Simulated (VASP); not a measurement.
Shape and ions are relaxed at each volume.

Data:

```xyz
2
Lattice="1.4605 -2.5296 0.0000 1.4605 2.5296 0.0000 0.0000 0.0000 4.6227" Properties=species:S:1:pos:R:3 pbc="T T T"
Ti     1.4605     0.8432     1.1557
Ti     1.4605    -0.8432     3.4670
```

The numbers are results of optB88-vdW, VASP's PBE PAW potentials (set 64) (plane waves; VASP), not measurements. Settings: 520 eV cut-off, 14×14×8 Γ-centred mesh, first-order Methfessel-Paxton smearing of 0.10 eV, potentials Ti_sv.

Q: Give the energy at these volumes per atom, relative to the lowest: 16.05, 16.56, 17.07, 17.58, 18.10 Å³.

A: 24.4, 5.9, 0.0, 5.1, 19.9 meV/atom. A third-order Birch-Murnaghan fit gives B0 = 114 GPa and B0′ = 3.6.

Measured: bulk modulus 108 GPa at 0 K (computed value off by +5.7 %), as given by Vázquez-Parga, Fernández-Martínez, Viñes, J. Chem. Theory Comput. (2023), doi:10.1021/acs.jctc.3c00612, Supporting … [zero-point energy and finite temperature contributions removed].

The compound is Ti in the hcp structure. It was relaxed first.
